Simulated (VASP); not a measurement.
These are PBE GGA, VASP's PBE PAW potentials (set 64) (plane waves; VASP 6.6.1) values and carry that method's errors.

A VASP calculation is set up with these files.

KPOINTS:
```
Automatic
0
Monkhorst Pack
 2 2 2
```

INCAR:
```
ALGO=Normal
EDIFF=1E-6
ENCUT=400
GGA=PE
ISIF=2
ISMEAR=1
ISPIN=2
LASPH=.TRUE.
LCHARG=.FALSE.
LMAXMIX=4
LORBIT=10
LREAL=.FALSE.
LWAVE=.FALSE.
MAGMOM=1.5 -1.5
NELM=100
PREC=Accurate
SIGMA=0.1
SYSTEM=Cr
```

### POSCAR
```
Cr
1
    2.9376000000     0.0000000000     0.0000000000
    0.0000000000     2.9376000000     0.0000000000
    0.0000000000     0.0000000000     2.9376000000
Cr
2
Direct
  0.0000000000   0.0000000000   0.0000000000
  0.5000000000   0.5000000000   0.5000000000
```

POTCAR, in this order: Cr_pv (PBE.64 set). Program: vasp_std.

Output of the run:

### OSZICAR
```
       N       E                     dE             d eps       ncg     rms          rms(c)
DAV:   1     0.205837294223E+03    0.20584E+03   -0.12645E+04    64   0.153E+03
DAV:   2    -0.167397855431E+02   -0.22258E+03   -0.22175E+03    64   0.455E+02
DAV:   3    -0.238789841863E+02   -0.71392E+01   -0.71392E+01    64   0.947E+01
DAV:   4    -0.240925208948E+02   -0.21354E+00   -0.21307E+00    96   0.148E+01
DAV:   5    -0.240950153771E+02   -0.24945E-02   -0.24945E-02    72   0.165E+00    0.172E+01
DAV:   6    -0.207296306005E+02    0.33654E+01   -0.22724E+01    64   0.546E+01    0.562E+00
DAV:   7    -0.207474191568E+02   -0.17789E-01   -0.24953E-01    64   0.731E+00    0.318E+00
DAV:   8    -0.207466043659E+02    0.81479E-03   -0.26797E-02   104   0.160E+00    0.156E+00
DAV:   9    -0.207436629681E+02    0.29414E-02   -0.64482E-02    80   0.176E+00    0.525E-01
DAV:  10    -0.207457893021E+02   -0.21263E-02   -0.63677E-03   112   0.616E-01    0.397E-01
DAV:  11    -0.207496474792E+02   -0.38582E-02   -0.40747E-02    80   0.107E+00    0.391E-01
DAV:  12    -0.207547877061E+02   -0.51402E-02   -0.11603E-01    80   0.194E+00    0.257E-01
DAV:  13    -0.207569823686E+02   -0.21947E-02   -0.10027E-01    80   0.180E+00    0.111E-01
DAV:  14    -0.207568250886E+02    0.15728E-03   -0.12301E-02    80   0.823E-01    0.908E-02
DAV:  15    -0.207572227165E+02   -0.39763E-03   -0.16374E-02    80   0.715E-01    0.205E-02
DAV:  16    -0.207572398714E+02   -0.17155E-04   -0.16865E-03    80   0.217E-01    0.119E-02
DAV:  17    -0.207572468980E+02   -0.70266E-05   -0.63258E-05    96   0.806E-02    0.864E-03
DAV:  18    -0.207572483485E+02   -0.14505E-05   -0.64096E-05    80   0.444E-02    0.338E-03
DAV:  19    -0.207572463146E+02    0.20339E-05   -0.10814E-04    80   0.548E-02    0.778E-03
DAV:  20    -0.207572480641E+02   -0.17495E-05   -0.96656E-05    80   0.604E-02    0.116E-03
DAV:  21    -0.207572481580E+02   -0.93948E-07   -0.26871E-07    32   0.539E-03
   1 F= -.20757248E+02 E0= -.20763096E+02  d E =0.175424E-01  mag=     0.0000
```

OUTCAR:
```
------------------------ aborting loop because EDIFF is reached ----------------------------------------
  FORCE on cell =-STRESS in cart. coord.  units (eV):
  Direction    XX          YY          ZZ          XY          YZ          ZX
  --------------------------------------------------------------------------------------
  Total       -4.1657829     -4.1657829     -4.1657829      0.0000000      0.0000000     -0.0000000
  in kB     -263.2868916   -263.2868916   -263.2868916      0.0000000      0.0000000     -0.0000000
  external PRESSURE =    -263.2868916 kB  Pullay stress =       0.0000000 kB
  volume of cell :       25.35
      direct lattice vectors                 reciprocal lattice vectors
     2.937600000  0.000000000  0.000000000     0.340413943  0.000000000  0.000000000
     0.000000000  2.937600000  0.000000000     0.000000000  0.340413943  0.000000000
     0.000000000  0.000000000  2.937600000     0.000000000  0.000000000  0.340413943
 POSITION                                       TOTAL-FORCE (eV/Angst)
 -----------------------------------------------------------------------------------
      0.00000      0.00000      0.00000         0.000000      0.000000      0.000000
      1.46880      1.46880      1.46880        -0.000000     -0.000000     -0.000000
 -----------------------------------------------------------------------------------
    total drift:                               -0.000000      0.000000      0.000000
  FREE ENERGIE OF THE ION-ELECTRON SYSTEM (eV)
  ---------------------------------------------------
  free  energy   TOTEN  =       -20.7572481580 eV

  energy  without entropy=      -20.7747905523  energy(sigma->0) =      -20.76309562

 total charge

# of ion       s       p       d       tot
------------------------------------------
    1        0.442   6.299   4.133  10.875
    2        0.442   6.299   4.133  10.875
--------------------------------------------------
tot          0.884  12.599   8.267  21.749

 magnetization (x)

# of ion       s       p       d       tot
------------------------------------------
    1        0.036   0.000   1.479   1.516
    2       -0.036  -0.000  -1.479  -1.516
--------------------------------------------------
tot          0.000   0.000   0.000   0.000
```
(Selected blocks of OUTCAR.)

The compound is Cr in the bcc, AFM order structure. The cell was not relaxed at this level. The k-mesh is coarse (spacing up to 1.07 per Å, 2π included), so the numbers may not be converged in it. The run is one of a series of settings (KPOINTS 2×2×2 Monkhorst-Pack mesh against the base run), some of them coarse on purpose.
